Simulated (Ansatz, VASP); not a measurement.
# SnO2 (Cassiterite) in two plane-wave programs, part 3 of 3

Aim: how closely do two programs agree when they are given the same cell, functional and k mesh? The cell is taken from a series of runs on this material, whose earlier steps may have relaxed, scaled, displaced or heated it; both programs get it as it stands.

VASP 6.6.1 and Ansatz 0.2.0.

So far: Starting point; Ansatz: zone-centre phonons, LDA; VASP: zone-centre phonons, LDA.

### Step 3. VASP: zone-centre phonons, LDA (continued)

Level of this step: LDA; plane waves and PAW (Sn_d, O) (VASP).

Numbers of over 12 decimals in the logs are rounded to 6 here.

Parts of OUTCAR (step 3):

```text
ion  position               nearest neighbor table
   1  0.000  0.000  0.000-   3 2.03   5 2.03   4 2.06   6 2.06   4 2.06   6 2.06   2 3.69   2 3.69
                             2 3.69   2 3.69   2 3.69   2 3.69   2 3.69   2 3.69
   2  0.500  0.500  0.500-   4 2.03   6 2.03   5 2.06   3 2.06   3 2.06   5 2.06   1 3.69   1 3.69
                             1 3.69   1 3.69   1 3.69   1 3.69   1 3.69   1 3.69
   3  0.306  0.306  0.000-   1 2.03   2 2.06   2 2.06
   4  0.194  0.806  0.500-   2 2.03   1 2.06   1 2.06
   5  0.694  0.694  0.000-   1 2.03   2 2.06   2 2.06
   6  0.806  0.194  0.500-   2 2.03   1 2.06   1 2.06

  LATTYP: Found a simple tetragonal cell.
 ALAT       =     4.6995921104
 C/A-ratio  =     0.6840848702

 Subroutine GETGRP returns: Found 16 space group operations
 (whereof  8 operations were pure point group operations)

The static configuration has the point symmetry D_2h.
 The point group associated with its full space group is D_4h.

 Found     18 irreducible k-points:

   k-points           NKPTS =     18   k-points in BZ     NKDIM =     18   number of bands    NBANDS=     32

   dimension x,y,z NGX =    40 NGY =   40 NGZ =   28
   dimension x,y,z NGXF=    80 NGYF=   80 NGZF=   56

   ENCUT  =  600.0 eV  44.10 Ry    6.64 a.u.   9.39  9.39  6.42*2*pi/ulx,y,z

   NELECT =      52.0000    total number of electrons

 k-points in reciprocal lattice and weights: Automatic mesh
   0.00000000  0.00000000  0.00000000       0.016
   0.25000000  0.00000000  0.00000000       0.062
   0.50000000  0.00000000  0.00000000       0.031
   0.25000000  0.25000000  0.00000000       0.062
   0.50000000  0.25000000  0.00000000       0.062
   0.50000000  0.50000000  0.00000000       0.016
   0.00000000  0.00000000  0.25000000       0.031
   0.25000000  0.00000000  0.25000000       0.125
   0.50000000  0.00000000  0.25000000       0.062
[...]
0.50000000  0.25000000  0.50000000       0.062
   0.50000000  0.50000000  0.50000000       0.016

 average (electrostatic) potential at core
       1 -99.0904       2 -99.0904       3 -68.8949       4 -68.8949       5 -68.8949
       6 -68.8949

  Total        0.6702827      0.6702827     -0.3371065      0.0000000      0.0000000      0.0000000
  in kB       15.1243981     15.1243981     -7.6065402      0.0000000      0.0000000      0.0000000
  external PRESSURE =       7.5474186 kB  Pullay stress =       0.0000000 kB

  energy-cutoff  :      600.00
  volume of cell :       71.01
      direct lattice vectors                 reciprocal lattice vectors
     4.699592110  0.000000000  0.000000000     0.212784424  0.000000000  0.000000000
     0.000000000  4.699592110  0.000000000     0.000000000  0.212784424  0.000000000
     0.000000000  0.000000000  3.214919859     0.000000000  0.000000000  0.311049744

 POSITION                                       TOTAL-FORCE (eV/Angst)
 -----------------------------------------------------------------------------------
[...]
2     0.70272    -2.03149     0.00000
    3     0.00000     0.00000    -2.25772

 Eigenvectors and eigenvalues of the dynamical matrix
 ----------------------------------------------------

   1 f  =   22.964075 THz   144.287539 2PiTHz  765.999092 cm-1    94.971741 meV
             X         Y         Z           dx          dy          dz
      0.000000  0.000000  0.000000    -0.000000   -0.000000    0.000000
      2.349796  2.349796  1.607460    -0.000000   -0.000000   -0.000000
      1.437300  1.437300  0.000000    -0.353553   -0.353553   -0.000000
      0.912496  3.787096  1.607460    -0.353553    0.353553    0.000000
      3.262292  3.262292  0.000000     0.353553    0.353553   -0.000000
      3.787096  0.912496  1.607460     0.353553   -0.353553    0.000000

   2 f  =   19.098455 THz   119.999132 2PiTHz  637.055885 cm-1    78.984828 meV
             X         Y         Z           dx          dy          dz
      0.000000  0.000000  0.000000     0.000000   -0.000000    0.000000
      2.349796  2.349796  1.607460     0.000000   -0.000000   -0.000000
      1.437300  1.437300  0.000000    -0.353553   -0.353553    0.000000
      0.912496  3.787096  1.607460     0.353553   -0.353553    0.000000
      3.262292  3.262292  0.000000     0.353553    0.353553    0.000000
      3.787096  0.912496  1.607460    -0.353553    0.353553   -0.000000

   3 f  =   18.302161 THz   114.995869 2PiTHz  610.494376 cm-1    75.691622 meV
             X         Y         Z           dx          dy          dz
      0.000000  0.000000  0.000000     0.156734   -0.136067    0.000000
      2.349796  2.349796  1.607460     0.143298   -0.120345   -0.000000
      1.437300  1.437300  0.000000     0.054428   -0.128088    0.000000
      0.912496  3.787096  1.607460    -0.462676    0.476984   -0.000000
      3.262292  3.262292  0.000000     0.054428   -0.128088    0.000000
      3.787096  0.912496  1.607460    -0.462676    0.476984   -0.000000

   4 f  =   18.302161 THz   114.995869 2PiTHz  610.494376 cm-1    75.691622 meV
             X         Y         Z           dx          dy          dz
      0.000000  0.000000  0.000000    -0.120345   -0.143298   -0.000000
      2.349796  2.349796  1.607460    -0.136067   -0.156734    0.000000
      1.437300  1.437300  0.000000     0.476984    0.462676    0.000000
      0.912496  3.787096  1.607460    -0.128088   -0.054428    0.000000
      3.262292  3.262292  0.000000     0.476984    0.462676    0.000000
      3.787096  0.912496  1.607460    -0.128088   -0.054428    0.000000

   5 f  =   16.854592 THz   105.900523 2PiTHz  562.208663 cm-1    69.704959 meV
             X         Y         Z           dx          dy          dz
      0.000000  0.000000  0.000000     0.000000   -0.000000   -0.203036
      2.349796  2.349796  1.607460     0.000000   -0.000000    0.203036
      1.437300  1.437300  0.000000    -0.000000   -0.000000   -0.478945
      0.912496  3.787096  1.607460    -0.000000    0.000000    0.478945
      3.262292  3.262292  0.000000     0.000000   -0.000000   -0.478945
      3.787096  0.912496  1.607460    -0.000000    0.000000    0.478945

   6 f  =   14.077402 THz    88.450924 2PiTHz  469.571580 cm-1    58.219430 meV
             X         Y         Z           dx          dy          dz
      0.000000  0.000000  0.000000    -0.000000    0.000000    0.000000
      2.349796  2.349796  1.607460    -0.000000    0.000000   -0.000000
      1.437300  1.437300  0.000000    -0.000000    0.000000    0.706549
      0.912496  3.787096  1.607460    -0.000000   -0.000000   -0.028086
      3.262292  3.262292  0.000000    -0.000000    0.000000   -0.706549
      3.787096  0.912496  1.607460     0.000000    0.000000    0.028086

   7 f  =   14.077402 THz    88.450924 2PiTHz  469.571580 cm-1    58.219430 meV
             X         Y         Z           dx          dy          dz
      0.000000  0.000000  0.000000     0.000000   -0.000000    0.000000
      2.349796  2.349796  1.607460    -0.000000   -0.000000   -0.000000
      1.437300  1.437300  0.000000     0.000000    0.000000   -0.028086
      0.912496  3.787096  1.607460    -0.000000   -0.000000   -0.706549
      3.262292  3.262292  0.000000     0.000000   -0.000000    0.028086
      3.787096  0.912496  1.607460     0.000000    0.000000    0.706549

   8 f  =   13.745178 THz    86.363504 2PiTHz  458.489803 cm-1    56.845465 meV
             X         Y         Z           dx          dy          dz
      0.000000  0.000000  0.000000    -0.000000    0.000000   -0.325921
      2.349796  2.349796  1.607460    -0.000000    0.000000   -0.325921
      1.437300  1.437300  0.000000    -0.000000    0.000000    0.443720
      0.912496  3.787096  1.607460     0.000000    0.000000    0.443720
      3.262292  3.262292  0.000000    -0.000000    0.000000    0.443720
      3.787096  0.912496  1.607460     0.000000   -0.000000    0.443720

   9 f  =   10.505107 THz    66.005537 2PiTHz  350.412667 cm-1    43.445614 meV
             X         Y         Z           dx          dy          dz
      0.000000  0.000000  0.000000    -0.000000   -0.000000   -0.000000
      2.349796  2.349796  1.607460     0.000000    0.000000    0.000000
      1.437300  1.437300  0.000000     0.353553   -0.353553    0.000000
      0.912496  3.787096  1.607460     0.353553    0.353553   -0.000000
      3.262292  3.262292  0.000000    -0.353553    0.353553    0.000000
      3.787096  0.912496  1.607460    -0.353553   -0.353553   -0.000000

  10 f  =    8.621773 THz    54.172198 2PiTHz  287.591394 cm-1    35.656772 meV
             X         Y         Z           dx          dy          dz
      0.000000  0.000000  0.000000     0.617946    0.418650   -0.000000
      2.349796  2.349796  1.607460    -0.526836   -0.266396   -0.000000
      1.437300  1.437300  0.000000     0.019348   -0.054964    0.000000
      0.912496  3.787096  1.607460    -0.143412   -0.152361   -0.000000
      3.262292  3.262292  0.000000     0.019348   -0.054964   -0.000000
      3.787096  0.912496  1.607460    -0.143412   -0.152361   -0.000000

  11 f  =    8.621773 THz    54.172198 2PiTHz  287.591394 cm-1    35.656772 meV
             X         Y         Z           dx          dy          dz
      0.000000  0.000000  0.000000     0.266396   -0.526836    0.000000
      2.349796  2.349796  1.607460    -0.418650    0.617946   -0.000000
      1.437300  1.437300  0.000000     0.152361   -0.143412    0.000000
      0.912496  3.787096  1.607460     0.054964    0.019348    0.000000
      3.262292  3.262292  0.000000     0.152361   -0.143412   -0.000000
      3.787096  0.912496  1.607460     0.054964    0.019348   -0.000000

  12 f  =    6.605083 THz    41.500962 2PiTHz  220.321863 cm-1    27.316417 meV
             X         Y         Z           dx          dy          dz
      0.000000  0.000000  0.000000    -0.013053   -0.000653    0.000000
      2.349796  2.349796  1.607460    -0.338404   -0.338153   -0.000000
      1.437300  1.437300  0.000000     0.039400    0.023352    0.000000
      0.912496  3.787096  1.607460     0.438402    0.437251    0.000000
      3.262292  3.262292  0.000000     0.039400    0.023352   -0.000000
      3.787096  0.912496  1.607460     0.438402    0.437251    0.000000

  13 f  =    6.605083 THz    41.500962 2PiTHz  220.321863 cm-1    27.316417 meV
             X         Y         Z           dx          dy          dz
      0.000000  0.000000  0.000000     0.338153   -0.338404   -0.000000
      2.349796  2.349796  1.607460     0.000653   -0.013053    0.000000
      1.437300  1.437300  0.000000    -0.437251    0.438402   -0.000000
      0.912496  3.787096  1.607460    -0.023352    0.039400   -0.000000
      3.262292  3.262292  0.000000    -0.437251    0.438402    0.000000
      3.787096  0.912496  1.607460    -0.023352    0.039400   -0.000000
    [... 43 further lines ...]
      3.262292  3.262292  0.000000     0.034299   -0.228096    0.000000
      3.787096  0.912496  1.607460     0.034162   -0.228076    0.000000

 MACROSCOPIC STATIC DIELECTRIC TENSOR IONIC CONTRIBUTION
 ------------------------------------------------------
           8.260903     0.000000    -0.000000
           0.000000     8.260903    -0.000000
          -0.000000    -0.000000     5.331741
 ------------------------------------------------------

 ELASTIC MODULI CONTR FROM IONIC RELAXATION (kBar)
 Direction    XX          YY          ZZ          XY          YZ          ZX
 --------------------------------------------------------------------------------
 XX         -72.9321     71.4184    -12.0053     -0.0000      0.0000      0.0000
 YY          71.4184    -72.9321    -12.0053      0.0000     -0.0000     -0.0000
 ZZ         -12.0053    -12.0053   -190.4296      0.0000     -0.0000     -0.0000
 XY          -0.0000      0.0000      0.0000    -42.6777     -0.0000     -0.0000
 YZ           0.0000     -0.0000     -0.0000     -0.0000   -191.4594      0.0000
 ZX           0.0000     -0.0000     -0.0000     -0.0000      0.0000   -225.9608
 --------------------------------------------------------------------------------

 PIEZOELECTRIC TENSOR IONIC CONTR  for field in x, y, z        (C/m^2)
          XX          YY          ZZ          XY          YZ          ZX
  --------------------------------------------------------------------------------
  x     0.00000    -0.00000    -0.00000     0.00000     0.00000     0.00000
  y     0.00000    -0.00000    -0.00000    -0.00000    -0.00000    -0.00000
  z     0.00000    -0.00000    -0.00000    -0.00000     0.00000     0.00000
```

The dielectric response converges more slowly with the mesh than energies do, so tensor and charges may still move on a finer one.

### Step 4. Differences

Known differences besides the potentials themselves: the two LDA forms differ slightly; fixed occupations in Ansatz, narrow Gaussian smearing in VASP; VASP's response is taken on the typed mesh, Ansatz refines its own for the field response alone; the cutoff is 260 eV in Ansatz and 600 eV in VASP; VASP's log shows a relativistic correction to its local exchange, Ansatz's none; VASP's log repeats an internal error in its field response; Ansatz's log warns that its cutoff lies below the recommended one. Total energies have different zeros and are not compared.

Compared:

| quantity | Ansatz | VASP | difference |
| --- | --- | --- | --- |
| ε∞ xx | 4.46 | 4.65 | -4.08 % |
| ε∞ yy | 4.46 | 4.65 | -4.08 % |
| ε∞ zz | 4.81 | 4.89 | -1.72 % |
| Born charge of Sn1 (mean of the diagonal) (e) | 4.29 | 4.21 | +0.08 |
| Born charge of O3 (mean of the diagonal) (e) | -2.15 | -2.11 | -0.04 |

Zone-centre modes by rising frequency (cm⁻¹; imaginary ones negative):

| program | modes |
| --- | --- |
| Ansatz | 0.0, 0.0, 0.0, 140.6, 145.3, 208.0, 208.0, 294.8, 294.8, 336.9, 479.7, 479.7, 487.4, 568.9, 630.5, 630.5, 684.5, 796.2 |
| VASP | -0.2, -0.2, -0.1, 95.9, 146.4, 220.3, 220.3, 287.6, 287.6, 350.4, 458.5, 469.6, 469.6, 562.2, 610.5, 610.5, 637.1, 766.0 |

The two lists differ in the order or number of single and degenerate modes, so they aren't paired one by one; the r.m.s. figure in the results sets the two lists side by side in order.

### Step 5. Summary of results

* r.m.s. difference of the optical zone-centre modes, each program's sorted by frequency (zone-centre phonons, LDA): 22 cm⁻¹
* difference in ε∞ xx (zone-centre phonons, LDA): -4.1 %

In words: The r.m.s. difference of the optical zone-centre modes, each program's sorted by frequency is 22 cm⁻¹ (zone-centre phonons, LDA). Among the rows given in per cent, the largest difference of the zone-centre phonons, LDA pair is in ε∞ xx, -4.1 %. Ansatz's own log doubts the convergence of its zone-centre phonons, LDA run, which may account for the difference. How closely two codes agree says nothing of how well the functional describes the real material.

[Lines on the potential files, build, host, timing and source positions are cut from VASP's logs without a mark.]

[Logs are printed without paths, hosts, clocks, repeated set-up lines and the standing remarks that a program may print on its own settings, such as how far it seeks lower states.]

[Hosts, paths, dates, database ids (printed as entryN), source tags and the programs' standing remarks are cut or masked in the printed files.]
